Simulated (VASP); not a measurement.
Input:

```yaml
crystal:
  lattice:
    - [0.00000, 3.21629, 3.21629]
    - [3.21629, 0.00000, 3.21629]
    - [3.21629, 3.21629, 0.00000]
  atoms:
    - { symbol: Na, position: [0.00000, 0.00000, 0.00000] }
    - { symbol: I, position: [0.50000, 0.50000, 0.50000] }
```

Computed with optB86b-vdW, VASP's PBE PAW potentials (set 64) (plane waves; VASP). Run with 520 eV cut-off, Gaussian smearing of 0.050 eV, potentials Na_pv I.

Unless said otherwise, spin-orbit coupling is left out, though it shifts the bands of the heavy elements here.

Problem. Predict the band gap (along the path) with the smallest direct gap where there is one.

Solution. 
```yaml
band gap (along the path): 3.70 eV
smallest direct gap (along the path): 3.70 eV
```

The absolute energy has meaning only against runs of the same code, potentials and settings.

The compound is NaI in the rock salt structure. It was relaxed first.
